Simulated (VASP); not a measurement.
A run of VASP 6.6.1:

The input INCAR:

```
SYSTEM = CdTe
ALGO = Normal ; EDIFF = 1E-6
EDIFFG = -0.002 ; ENCUT = 600
GGA = CA ; IBRION = 2
ISIF = 3 ; ISMEAR = 0
LASPH = .True. ; LCHARG = .False.
LREAL = .False. ; LWAVE = .False.
NELM = 100 ; NSW = 100
PREC = Accurate ; SIGMA = 0.02
```

File KPOINTS:

```
k-points
0
Gamma
  8 8 8
  0 0 0
```

Contents of POSCAR:

```
CdTe
1.0
    0.0000000000      3.2050000000      3.2050000000
    3.2050000000      0.0000000000      3.2050000000
    3.2050000000      3.2050000000      0.0000000000
Cd Te
1 1
Direct
    0.0000000000      0.0000000000      0.0000000000
    0.2500000000      0.2500000000      0.2500000000
```

Potentials or basis: VASP PAW LDA potentials, release 64 (Cd, Te).

The run is started by

```console
$ cat potpaw_LDA.64/Cd/POTCAR potpaw_LDA.64/Te/POTCAR > POTCAR
$ mpirun -np 1 vasp_std > vasp.out
```

Hardware: 1 thread of AMD EPYC 9R45 96-Core Processor (Zen 5), with other jobs on the host.

**Question.** Estimate the wall time of this run.

**Answer.** Run time: 28 s on 1 thread of AMD EPYC 9R45 96-Core Processor (Zen 5), on a shared host, peak memory 0.17 GiB. Counts: scf iterations 23, k points 29, ion steps 3.
